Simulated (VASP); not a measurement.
Output of a VASP run:

### OSZICAR
```
       N       E                     dE             d eps       ncg     rms          rms(c)
DAV:   1     0.590718268448E+02    0.59072E+02   -0.41916E+03   846   0.873E+02
DAV:   2     0.211366875257E+01   -0.56958E+02   -0.56313E+02   987   0.149E+02
DAV:   3    -0.399461817703E-01   -0.21536E+01   -0.21497E+01  1052   0.349E+01
DAV:   4    -0.810588832391E-01   -0.41113E-01   -0.41092E-01  1349   0.421E+00
DAV:   5    -0.815970818992E-01   -0.53820E-03   -0.53818E-03  1180   0.318E-01    0.280E+00
DAV:   6     0.470317349676E+01    0.47848E+01   -0.39310E+00  1170   0.153E+01    0.475E-01
DAV:   7     0.372628961921E+01   -0.97688E+00   -0.14602E+00   860   0.103E+01    0.583E-01
DAV:   8     0.380171297392E+01    0.75423E-01   -0.79752E-02   992   0.305E+00    0.596E-01
DAV:   9     0.377556175951E+01   -0.26151E-01   -0.18815E-02   878   0.202E+00    0.231E-01
DAV:  10     0.405952246143E+01    0.28396E+00   -0.24203E-01   846   0.459E+00    0.166E-01
DAV:  11     0.405834095027E+01   -0.11815E-02   -0.85397E-03  1108   0.719E-01    0.199E-01
DAV:  12     0.402440920801E+01   -0.33932E-01   -0.76989E-02   846   0.260E+00    0.210E-01
DAV:  13     0.401601969512E+01   -0.83895E-02   -0.92697E-03  1005   0.906E-01    0.275E-01
DAV:  14     0.401803993543E+01    0.20202E-02   -0.10993E-03  1076   0.362E-01    0.189E-01
DAV:  15     0.401981105029E+01    0.17711E-02   -0.90059E-04   869   0.309E-01    0.123E-01
DAV:  16     0.401975446515E+01   -0.56585E-04   -0.60865E-04  1273   0.206E-01    0.488E-02
DAV:  17     0.402068064508E+01    0.92618E-03   -0.18663E-04   852   0.124E-01    0.401E-02
DAV:  18     0.402126432376E+01    0.58368E-03   -0.36536E-04   852   0.196E-01    0.292E-02
DAV:  19     0.402122437996E+01   -0.39944E-04   -0.55855E-05   964   0.714E-02    0.285E-02
DAV:  20     0.402126715816E+01    0.42778E-04   -0.13362E-05   859   0.540E-02    0.327E-02
DAV:  21     0.402126326741E+01   -0.38908E-05   -0.98832E-06   891   0.407E-02    0.385E-02
DAV:  22     0.402126191976E+01   -0.13477E-05   -0.21588E-06  1482   0.965E-03    0.413E-02
DAV:  23     0.402126191778E+01   -0.19797E-08   -0.14365E-08   583   0.136E-03
   1 F= 0.40212619E+01 E0= 0.40211904E+01  d E =0.214480E-03
```

File OUTCAR:
```
------------------------ aborting loop because EDIFF is reached ----------------------------------------
  FORCE on cell =-STRESS in cart. coord.  units (eV):
  Direction    XX          YY          ZZ          XY          YZ          ZX
  --------------------------------------------------------------------------------------
  Total       -0.1497185     -0.1497185     -0.1497185      0.0000000      0.0000000      0.0000000
  in kB       -3.5414960     -3.5414960     -3.5414960      0.0000000      0.0000000      0.0000000
  external PRESSURE =      -3.5414960 kB  Pullay stress =       0.0000000 kB
  volume of cell :       67.73
      direct lattice vectors                 reciprocal lattice vectors
    -2.567909802  2.567909802  2.567909802     0.000000000  0.194710889  0.194710889
     2.567909802 -2.567909802  2.567909802     0.194710889  0.000000000  0.194710889
     2.567909802  2.567909802 -2.567909802     0.194710889  0.194710889  0.000000000
 POSITION                                       TOTAL-FORCE (eV/Angst)
 -----------------------------------------------------------------------------------
      0.00000      0.00000      0.00000         0.000000     -0.000000      0.000000
 -----------------------------------------------------------------------------------
    total drift:                               -0.000000     -0.000000      0.000000
  FREE ENERGIE OF THE ION-ELECTRON SYSTEM (eV)
  ---------------------------------------------------
  free  energy   TOTEN  =         4.0212619178 eV

  energy  without entropy=        4.0210474378  energy(sigma->0) =        4.02119042
```
(Selected blocks of OUTCAR.)

File POSCAR:
```
Ba
1
   -2.5679098022     2.5679098022     2.5679098022
    2.5679098022    -2.5679098022     2.5679098022
    2.5679098022     2.5679098022    -2.5679098022
Ba
1
Direct
  0.0000000000   0.0000000000   0.0000000000
```

Task: Write an INCAR and KPOINTS that could have produced this output.

Result: This is not unique; one that fits is the input of the run itself, MS2 meta-GGA, plane waves, VASP's PBE PAW potentials (set 64).

**KPOINTS**
```
Automatic
0
Gamma
 10 10 10
0 0 0
```

**INCAR**
```
SYSTEM = Ba
PREC = Accurate; ENCUT = 520; LREAL = F
LASPH = T
EDIFF = 1E-7; NELM = 100; ALGO = Normal
LMAXMIX = 4; LMIXTAU = T
ISMEAR = 1; SIGMA = 0.1
METAGGA = MS2
ISIF = 2
LWAVE = F; LCHARG = F
```

POTCAR, in this order: Ba_sv (PBE.64 set). Program: vasp_std.

The compound is Ba in the bcc structure. This cell is one point of a volume scan, at 1.06 of the reference volume.
